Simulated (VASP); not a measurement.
The input files of a VASP run:

**KPOINTS**
```
Automatic mesh
0
Gamma
2 2 2
0 0 0
```

File POSCAR:
```
LiF
1
    0.0000000000     2.0553000000     2.0553000000
    2.0553000000     0.0000000000     2.0553000000
    2.0553000000     2.0553000000     0.0000000000
Li F
1 1
Direct
  0.0000000000   0.0000000000   0.0000000000
  0.5000000000   0.5000000000   0.5000000000
```

### INCAR
```
SYSTEM = LiF
PREC = Accurate
ENCUT = 520
EDIFF = 1E-6
NELM = 25
ALGO = VeryFast
LREAL = .FALSE.
LASPH = .TRUE.
ISMEAR = 0
SIGMA = 0.05
GGA = PE
LWAVE = .FALSE.
LCHARG = .FALSE.
ISIF = 2
HFSCREEN = 0.2
AEXX = 0.25
LHFCALC = .TRUE.
PRECFOCK = Fast
ISYM = 3
```

POTCAR, in this order: Li_sv F (PBE.64 set). Program: vasp_std.

### Question
What happens when VASP runs on this input?

### Answer
There is a fault: a hybrid functional was run with ALGO = VeryFast. Convergence was not reached. Against the sound run, the energy per atom (σ→0) rises by 35.037 eV/atom; the pressure decreases by 80.60 GPa; the band gap falls by 2.91 eV.

File standard output:
```
 POSCAR found type information on POSCAR LiF
 POSCAR found :  2 types and       2 ions
 Reading from existing POTCAR
 Reading from existing POTCAR
 LDA part: xc-table for (Slater+PW92), standard interpolation
 POSCAR, INCAR and KPOINTS ok, starting setup
 WAVECAR not read
 entering main loop
       N       E                     dE             d eps       ncg     rms          rms(c)
RMM:   1     0.713274212738E+02    0.71327E+02   -0.34530E+03    27   0.896E+02
RMM:   2    -0.311127525657E+00   -0.71639E+02   -0.93370E+02    27   0.233E+02
RMM:   3    -0.182420810999E+02   -0.17931E+02   -0.20015E+02    27   0.124E+02
RMM:   4    -0.149135025814E+02    0.33286E+01   -0.28914E+01    27   0.540E+01
RMM:   5    -0.136973505705E+02    0.12162E+01   -0.79521E+00    27   0.255E+01
RMM:   6    -0.132164103753E+02    0.48094E+00   -0.57406E+00    27   0.189E+01
RMM:   7    -0.131028654177E+02    0.11354E+00   -0.51957E+00    27   0.154E+01
RMM:   8    -0.130926154196E+02    0.10250E-01   -0.42750E+00    27   0.149E+01
RMM:   9    -0.130482634141E+02    0.44352E-01   -0.44431E+00    89   0.132E+01
RMM:  10    -0.130316679635E+02    0.16595E-01   -0.40841E+00    90   0.110E+01
RMM:  11    -0.130101195319E+02    0.21548E-01   -0.39815E+00    93   0.108E+01
RMM:  12    -0.129558490687E+02    0.54270E-01   -0.40776E+00    90   0.108E+01    0.623E+00
RMM:  13     0.604160645413E+02    0.73372E+02   -0.24723E+01   104   0.412E+01    0.752E+00
RMM:  14     0.574397710875E+02   -0.29763E+01   -0.67559E+00    87   0.205E+01    0.982E-01
RMM:  15     0.589585733125E+02    0.15188E+01   -0.50692E+00    87   0.122E+01    0.624E-01
RMM:  16     0.588374171124E+02   -0.12116E+00   -0.49650E+00    92   0.113E+01    0.331E-01
RMM:  17     0.588720743663E+02    0.34657E-01   -0.50064E+00    93   0.113E+01    0.215E-01
RMM:  18     0.588582602730E+02   -0.13814E-01   -0.50204E+00    94   0.112E+01    0.124E-01
RMM:  19     0.588629987642E+02    0.47385E-02   -0.50669E+00    98   0.113E+01    0.140E-01
RMM:  20     0.588425976246E+02   -0.20401E-01   -0.50233E+00    96   0.112E+01    0.556E-02
RMM:  21     0.588544140069E+02    0.11816E-01   -0.50678E+00    99   0.112E+01    0.907E-02
RMM:  22     0.588426813060E+02   -0.11733E-01   -0.50385E+00    97   0.112E+01    0.217E-02
RMM:  23     0.588516052930E+02    0.89240E-02   -0.50510E+00    99   0.112E+01    0.168E-02
RMM:  24     0.588480744061E+02   -0.35309E-02   -0.50630E+00   100   0.112E+01    0.401E-02
RMM:  25     0.588430247322E+02   -0.50497E-02   -0.50510E+00   102   0.112E+01

 -----------------------------------------------------------------------------
|                                                                             |
|           W    W    AA    RRRRR   N    N  II  N    N   GGGG   !!!           |
|           W    W   A  A   R    R  NN   N  II  NN   N  G    G  !!!           |
|           W    W  A    A  R    R  N N  N  II  N N  N  G       !!!           |
|           W WW W  AAAAAA  RRRRR   N  N N  II  N  N N  G  GGG   !            |
|           WW  WW  A    A  R   R   N   NN  II  N   NN  G    G                |
|           W    W  A    A  R    R  N    N  II  N    N   GGGG   !!!           |
|                                                                             |
|     The electronic self-consistency was not achieved in the given           |
|     number of steps (NELM). The forces and other quantities evaluated       |
|     might not be reliable so examine the results carefully. If you find     |
|     spurious results, we suggest increasing NELM, if you were close to      |
|     convergence or switching to a different ALGO or adjusting the           |
|     density mixing parameters otherwise.                                    |
|                                                                             |
 -----------------------------------------------------------------------------

   1 F= 0.58843025E+02 E0= 0.58843025E+02  d E =-.111571E-21
```

File OUTCAR:
```
------------------------ aborting loop EDIFF was not reached (unconverged)  ----------------------------
  FORCE on cell =-STRESS in cart. coord.  units (eV):
  Direction    XX          YY          ZZ          XY          YZ          ZX
  --------------------------------------------------------------------------------------
  Total       -8.8943792     -8.8943792     -8.8943792      0.0000000      0.0000000      0.0000000
  in kB     -820.6737867   -820.6737867   -820.6737867      0.0000000      0.0000000      0.0000000
  external PRESSURE =    -820.6737867 kB  Pullay stress =       0.0000000 kB
  volume of cell :       17.36
      direct lattice vectors                 reciprocal lattice vectors
     0.000000000  2.055300000  2.055300000    -0.243273488  0.243273488  0.243273488
     2.055300000  0.000000000  2.055300000     0.243273488 -0.243273488  0.243273488
     2.055300000  2.055300000  0.000000000     0.243273488  0.243273488 -0.243273488
  FREE ENERGIE OF THE ION-ELECTRON SYSTEM (eV)
  ---------------------------------------------------
  free  energy   TOTEN  =        58.8430247322 eV

  energy  without entropy=       58.8430247322  energy(sigma->0) =       58.84302473

  exchange ACFDT corr.  =         0.00000000  see jH, gK, PRB 81, 115126
```
(Selected blocks of OUTCAR.)

To mend it, set ALGO = Normal.

The mended run (HSE06 screened hybrid, plane waves, VASP's PBE PAW potentials (set 64)) converges, and its OSZICAR ends with
```
   1 F= -.11231383E+02 E0= -.11231383E+02  d E =-.253179E-22
```

The compound is LiF in the rock salt structure. The cell was not relaxed at this level.
